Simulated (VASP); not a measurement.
A run of VASP 6.6.1 is set up as follows.

INCAR

```
PREC = Accurate
ENCUT = 520
EDIFF = 1E-6
ISMEAR = 0
SIGMA = 0.1
LREAL = False
LASPH = True
NELM = 150
ALGO = Normal
ISIF = 2
LWAVE = False
LCHARG = False
METAGGA = R2SCAN
LMIXTAU = True
NBANDS = 27
KPAR = 8
```

KPOINTS

```
regular mesh
0
Gamma
  10 10 10
```

The input POSCAR:

```
Li4GeN2                                 
1.0
   -1.6929816946      5.0011354252      2.4502304061
    1.6929816946     -5.0011354252      2.4502304061
    1.6929816946      5.0011354252     -2.4502304061
  Li              Ge              N             
     4     1     2
Direct
     0.3737698786501868    0.7324748430175707    0.6412950356326231
     0.9638397765035531    0.2646134112107890    0.6992263652927503
     0.0911798073849403    0.7324748430175707    0.3587049643673766
     0.5653870459180389    0.2646134112107890    0.3007736347072500
     0.8000888472193890    0.8000888472193890    0.0000000000000000
     0.1508815855807298    0.9908713821619460    0.1600101934187830
     0.8308611887431562    0.9908713821619460    0.8399898065812172
```

Potentials or basis: VASP PAW PBE potentials, release 64 (Li_sv, Ge_d, N).

Launch:

```console
$ cat potpaw_PBE.64/Li_sv/POTCAR potpaw_PBE.64/Ge_d/POTCAR potpaw_PBE.64/N/POTCAR > POTCAR
$ mpirun -np 8 vasp_std > vasp.out
```

Question: Estimate the band gap on the k mesh.

Answer: None (metal or under the smearing width).

Question: What does it give for the largest force?

Answer: 0.290 eV/Å.

Forces on the atoms (eV/Å):
```
Li   0.000  0.037 -0.018
Li   0.000 -0.041  0.023
Li   0.000 -0.037 -0.018
Li   0.000  0.041  0.023
Ge   0.000  0.000  0.290
N    0.000 -0.221 -0.150
N    0.000  0.221 -0.150
```

Caveat: the PAW data sets were made with another functional, which shifts forces and pressure a little.
